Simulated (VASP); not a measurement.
Here is the system:

```
AuZn
1.0
    3.19681     0.00000     0.00000
    0.00000     3.09254     0.00000
    0.00000     0.00000     3.20341
Zn Au
1 1
Direct
  0.50000   0.50000   0.50000
  0.02514   0.00000   0.00000
```

The numbers are results of PBE GGA, VASP's PBE PAW potentials (set 64) (plane waves; VASP 6.6.1), not measurements. Numerical set-up: 400 eV cut-off, 3×3×3 Γ-centred mesh, first-order Methfessel-Paxton smearing of 0.10 eV, potentials Zn Au.

Give the force on each atom (eV/Å).

| atom | Fx | Fy | Fz |
|---|---|---|---|
| Zn1 | 0.309 | 0.000 | 0.000 |
| Au2 | -0.309 | 0.000 | 0.000 |

Give the stress tensor in GPa (positive for a compressed cell).

```
 1.33   0.00   0.00
 0.00  -2.99   0.00
 0.00   0.00   3.23
```
The pressure is its mean diagonal, 0.52 GPa.

The compound is AuZn in the CsCl type structure. The cell was not relaxed at this level, atoms are displaced from their ideal sites. The k-mesh is coarse (spacing up to 0.68 per Å, 2π included), so the numbers may not be converged in it. The run is one of a series of settings (KPOINTS 3×3×3 Γ-centred mesh against the base run), some of them coarse on purpose. The electron count is odd and the run is not spin-polarised, which forces a metal.
